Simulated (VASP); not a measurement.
Output of a VASP run:

**OUTCAR**
```
 ion  position               nearest neighbor table
   1  0.000  0.000  0.000-   2 2.76   2 2.76   2 2.76   2 2.76   4 2.93   3 2.93   4 2.93   4 2.93
                             3 2.93   3 2.93   4 2.93   3 2.93
   2  0.500  0.500  0.000-   1 2.76   1 2.76   1 2.76   1 2.76   4 2.93   3 2.93   4 2.93   3 2.93
                             4 2.93   4 2.93   3 2.93   3 2.93
   3  0.750  0.250  0.500-   4 2.76   4 2.76   4 2.76   4 2.76   2 2.93   1 2.93   2 2.93   1 2.93
                             2 2.93   2 2.93   1 2.93   1 2.93
   4  0.250  0.750  0.500-   3 2.76   3 2.76   3 2.76   3 2.76   2 2.93   1 2.93   2 2.93   2 2.93
                             1 2.93   1 2.93   2 2.93   1 2.93
  LATTYP: Found a body centered tetragonal cell.
 ALAT       =     3.8998000000
 C/A-ratio  =     2.2398933279
 Subroutine PRICEL returns:
 Original cell was already a primitive cell.
 Subroutine GETGRP returns: Found 16 space group operations
The static configuration has the point symmetry D_4h.
The dynamic configuration has the point symmetry D_4h.
 Subroutine INISYM returns: Found 16 space group operations
 Subroutine IBZKPT returns following result:
 Found     59 irreducible k-points:

 Following reciprocal coordinates:
            Coordinates               Weight
  0.000000  0.000000  0.000000      1.000000
  0.125000  0.000000 -0.000000      8.000000
  0.250000  0.000000 -0.000000      8.000000
  0.375000  0.000000  0.000000      8.000000
  0.500000  0.000000 -0.000000      4.000000
  0.125000  0.125000 -0.000000      8.000000
  0.250000  0.125000 -0.000000     16.000000
  0.375000  0.125000 -0.000000     16.000000
  0.500000  0.125000 -0.000000     16.000000
 -0.375000  0.125000 -0.000000     16.000000
 -0.250000  0.125000  0.000000     16.000000
 -0.125000  0.125000  0.000000      4.000000
  0.250000  0.250000 -0.000000      8.000000
  0.375000  0.250000  0.000000     16.000000
  0.500000  0.250000 -0.000000     16.000000
 -0.375000  0.250000 -0.000000     16.000000
 -0.250000  0.250000  0.000000      4.000000
  0.375000  0.375000  0.000000      8.000000
  0.500000  0.375000 -0.000000     16.000000
 -0.375000  0.375000  0.000000      4.000000
  0.500000  0.500000 -0.000000      2.000000
  0.125000  0.125000  0.125000      8.000000
  0.250000  0.125000  0.125000     16.000000
  0.375000  0.125000  0.125000      8.000000
 -0.125000  0.125000  0.125000      4.000000
  0.250000  0.250000  0.125000      8.000000
  0.375000  0.250000  0.125000     16.000000
  0.500000  0.250000  0.125000      8.000000
 -0.250000  0.250000  0.125000      8.000000
 -0.125000  0.250000  0.125000      8.000000
  0.375000  0.375000  0.125000      4.000000
 -0.375000  0.375000  0.125000      8.000000
 -0.250000  0.375000  0.125000     16.000000
 -0.125000  0.375000  0.125000      8.000000
  0.500000  0.500000  0.125000      4.000000
 -0.375000  0.500000  0.125000     16.000000
 -0.250000  0.500000  0.125000     16.000000
 -0.125000  0.500000  0.125000      8.000000
 -0.375000 -0.375000  0.125000      8.000000
 -0.250000 -0.375000  0.125000     16.000000
   k-points           NKPTS =     59   k-points in BZ     NKDIM =     59   number of bands    NBANDS=     14
   number of dos      NEDOS =    301   number of ions     NIONS =      4
   total plane-waves  NPLWV =  27000
   dimension x,y,z NGX =    30 NGY =   30 NGZ =   30
   dimension x,y,z NGXF=    60 NGYF=   60 NGZF=   60
   ions per type =               1   3
   PREC   = accura    normal or accurate (medium, high low for compatibility)
   ISTART =      0    job   : 0-new  1-cont  2-samecut
   ICHARG =      2    charge: 1-file 2-atom 10-const
   ISPIN  =      1    spin polarized calculation?
   LNONCOLLINEAR =      F non collinear calculations
   LSORBIT =      F    spin-orbit coupling
   INIWAV =      1    electr: 0-lowe 1-rand  2-diag
   ENCUT  =  300.0 eV  22.05 Ry    4.70 a.u.   7.29  7.29  7.29*2*pi/ulx,y,z
   NELM   =    100;   NELMIN=  2; NELMDL= -5     # of ELM steps
   EDIFF  = 0.1E-05   stopping-criterion for ELM
   LREAL  =      F    real-space projection
...
```

OSZICAR:
```
       N       E                     dE             d eps       ncg     rms          rms(c)
DAV:   1     0.828980523316E+02    0.82898E+02   -0.71078E+03  1668   0.945E+02
DAV:   2    -0.160143467140E+02   -0.98912E+02   -0.97722E+02  1742   0.271E+02
DAV:   3    -0.226318515638E+02   -0.66175E+01   -0.63944E+01  2622   0.636E+01
DAV:   4    -0.227616144270E+02   -0.12976E+00   -0.12952E+00  2016   0.933E+00
DAV:   5    -0.227663469468E+02   -0.47325E-02   -0.47317E-02  2666   0.157E+00    0.105E+01
DAV:   6    -0.216074988204E+02    0.11588E+01   -0.34004E+01  2508   0.440E+01    0.758E+00
DAV:   7    -0.207399497056E+02    0.86755E+00   -0.13000E+01  2218   0.262E+01    0.289E+00
DAV:   8    -0.207034733786E+02    0.36476E-01   -0.19073E+00  2244   0.112E+01    0.188E+00
DAV:   9    -0.206433130398E+02    0.60160E-01   -0.57092E-01  2354   0.583E+00    0.205E-01
DAV:  10    -0.206443787603E+02   -0.10657E-02   -0.83849E-03  2100   0.738E-01    0.245E-01
DAV:  11    -0.206430271992E+02    0.13516E-02   -0.10077E-02  2350   0.714E-01    0.336E-02
DAV:  12    -0.206430374652E+02   -0.10266E-04   -0.21731E-04  2024   0.125E-01    0.200E-02
DAV:  13    -0.206430348909E+02    0.25743E-05   -0.80392E-06  2144   0.288E-02    0.938E-03
DAV:  14    -0.206430338909E+02    0.99999E-06   -0.10155E-05  2106   0.225E-02    0.165E-03
DAV:  15    -0.206430338113E+02    0.79667E-07   -0.44878E-07  1012   0.659E-03
   1 F= -.20643034E+02 E0= -.20613685E+02  d E =-.586968E-01
```

OUTCAR:
```
------------------------ aborting loop because EDIFF is reached ----------------------------------------
  FORCE on cell =-STRESS in cart. coord.  units (eV):
  Direction    XX          YY          ZZ          XY          YZ          ZX
  --------------------------------------------------------------------------------------
  Total       -1.7056687     -1.7056687     -1.6817069      0.0000000     -0.0000000      0.0000000
  in kB      -41.1415744    -41.1415744    -40.5636044      0.0000000     -0.0000000      0.0000000
  external PRESSURE =     -40.9489177 kB  Pullay stress =       0.0000000 kB
  volume of cell :       66.42
      direct lattice vectors                 reciprocal lattice vectors
    -1.949900000  1.949900000  4.367568000     0.000000000  0.256423406  0.114480187
     1.949900000 -1.949900000  4.367568000     0.256423406  0.000000000  0.114480187
     1.949900000  1.949900000 -4.367568000     0.256423406  0.256423406  0.000000000
 POSITION                                       TOTAL-FORCE (eV/Angst)
 -----------------------------------------------------------------------------------
      0.00000      0.00000      0.00000         0.000000     -0.000000      0.000000
      0.00000      0.00000      4.36757         0.000000     -0.000000      0.000000
     -0.00000      1.94990      2.18378         0.000000     -0.000000      0.000000
      1.94990     -0.00000      2.18378        -0.000000      0.000000     -0.000000
 -----------------------------------------------------------------------------------
    total drift:                               -0.000000      0.000000      0.000000
  FREE ENERGIE OF THE ION-ELECTRON SYSTEM (eV)
  ---------------------------------------------------
  free  energy   TOTEN  =       -20.6430338113 eV

  energy  without entropy=      -20.5843369938  energy(sigma->0) =      -20.61368540
```
(Selected blocks of OUTCAR.)

POSCAR:
```
TiAl3
1
   -1.9499000000     1.9499000000     4.3675680000
    1.9499000000    -1.9499000000     4.3675680000
    1.9499000000     1.9499000000    -4.3675680000
Ti Al
1 3
Direct
  0.0000000000   0.0000000000   0.0000000000
  0.5000000000   0.5000000000   0.0000000000
  0.7500000000   0.2500000000   0.5000000000
  0.2500000000   0.7500000000   0.5000000000
```

Task: Write an INCAR and KPOINTS that could have produced this output.

Result: Several could match; the one computed here: the input of the run itself, PBE GGA, plane waves, VASP's PBE PAW potentials (set 64).

**KPOINTS**
```
Regular mesh
0
G
 8 8 8
```

INCAR:
```
! general
SYSTEM =TiAl3
PREC   =Accurate
ENCUT  =300
LREAL  =.FALSE.
LASPH  =.TRUE.

! electronic loop
EDIFF  =1E-6
NELM   =100
ALGO   =Normal
LMAXMIX=4

! smearing
ISMEAR =-1
SIGMA  =0.1

! functional
GGA    =PE

! ions
ISIF   =2

! output
LWAVE  =.FALSE.
LCHARG =.FALSE.
```

POTCAR, in this order: Ti_sv Al (PBE.64 set). Program: vasp_std.

At this cut-off the stress carries a Pulay error, which pulls relaxed volumes low.

The structure comes from a computed database's TiAl3 entry; how it stands against other phases isn't given here. The cell was not relaxed at this level. The electron count is odd and the run is not spin-polarised, which forces a metal.
